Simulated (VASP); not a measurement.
```yaml
crystal:
  lattice:
    - [2.85956, 0.00000, 0.00000]
    - [0.00000, 2.85956, 0.00000]
    - [0.00000, 0.00000, 2.85956]
  atoms:
    - { symbol: Al, position: [0.50000, 0.50000, 0.50000] }
    - { symbol: Ni, position: [0.00000, 0.00000, 0.00000] }
```

Calculation: optB88-vdW, VASP's PBE PAW potentials (set 64) (plane waves; VASP). Run with 520 eV cut-off, 13×13×13 Γ-centred mesh, first-order Methfessel-Paxton smearing of 0.10 eV, potentials Al Ni.

What does the run give for the energy per atom (σ→0), pressure, band gap (on the k-mesh) with the smallest direct gap where there is one?

The band gap (on the k-mesh) is none (metal, semimetal or under 0.01 eV) and the energy per atom (σ→0) is -3.118 eV/atom. The pressure comes out as 47.2 kbar.

The compound is NiAl in the CsCl type structure. This cell is one point of a volume scan, at 0.97 of the reference volume. The run is not spin-polarised, so no magnetic state was tried. The electron count is odd and the run is not spin-polarised, which forces a metal.
